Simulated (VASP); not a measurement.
Sr2Fe: relaxation of cell and atoms with MS2

Sr2Fe:

```xyz
3
Lattice="0.0000 3.3013 3.3013 3.3013 0.0000 3.3013 3.3013 3.3013 0.0000" Properties=species:S:1:pos:R:3 pbc="T T T"
Sr    1.6507    1.6507    1.6507
Sr    4.9520    4.9520    4.9520
Fe    0.0000    0.0000    0.0000
```

The cell was built by a generator and needn't be a form met in nature.

- Program: VASP 6.6.1
- Task: relaxation of cell and atoms
- Functional: MS2
- Potentials or basis: VASP PAW PBE potentials, release 64 (Sr_sv, Fe)
- Cutoff: 600 eV
- k mesh: 7 × 7 × 7
- Occupations: methfessel-paxton, width 0.1 eV
- Spin: collinear spin, ferromagnetic start
- Starting moments: [0.0, 0.0, 3.0] μB
- Further INCAR settings: ALGO = Normal; EDIFF = 1e-06; IBRION = 2; EDIFFG = -0.01; NSW = 60; ISIF = 3

```
Relaxed volume                                        : 39.58 Å³/atom
Relaxed cell                                          : a = 5.517 Å, b = 5.517 Å, c = 5.517 Å, α = 60.00°, β = 60.00°, γ = 60.00°
Space group after relaxing (to 0.05 Å)                : Fm-3m (No. 225)
Energy gained by relaxing                             : 649.3 meV/atom
Ionic steps                                           : 8
Pressure after relaxing                               : 0.0 GPa
Band gap on the k mesh                                : none (metal or under the smearing width)
Net moment                                            : 2.94 μB per cell
Site moments                                          : Sr -0.01; Fe +2.88 μB
Valence electrons inside the program's atomic spheres : Sr 8.03; Fe 6.76
```

The path:
```tsv
step	energy change (eV)	largest force (eV/Å)	pressure (GPa)	volume (Å³)
1	0.0000	0.0000	18.60	71.96
2	-1.8484	0.0000	2.57	105.03
3	-1.9401	0.0000	0.64	114.74
4	-1.9479	0.0000	0.04	118.51
5	-1.9476	0.0000	-0.07	119.60
6	-1.9477	0.0000	-0.07	119.29
7	-1.9478	0.0000	0.05	118.37
8	-1.9479	0.0000	0.02	118.74
```

Final structure:
```yaml
crystal:
  lattice:
    - [0.00000, 3.90112, 3.90112]
    - [3.90112, 0.00000, 3.90112]
    - [3.90112, 3.90112, 0.00000]
  atoms:
    - { symbol: Sr, position: [0.25000, 0.25000, 0.25000] }
    - { symbol: Sr, position: [0.75000, 0.75000, 0.75000] }
    - { symbol: Fe, position: [0.00000, 0.00000, 0.00000] }
```

Levels at points of the mesh, in eV from the Fermi level:
Spin up:
```csv
k point,band 12,band 13,band 14,band 15,band 16,band 17,band 18,band 19
"(0.00, 0.00, 0.00)",-3.19,-2.27,-2.27,-0.15,-0.15,-0.15,1.42,1.42
```
Spin down:
```csv
k point,band 10,band 11,band 12,band 13,band 14,band 15
"(0.00, 0.00, 0.00)",-1.48,-1.44,0.00,0.00,0.00,0.96
```

Wall time 33 min on 1 thread of Intel(R) Xeon(R) Platinum 8488C (Sapphire Rapids) (shared host), peak memory 0.35 GiB.

Caveat: the volume moved by over 15 % at a fixed basis, so the end points are rough; the PAW data sets were made with another functional, which shifts forces and pressure a little.
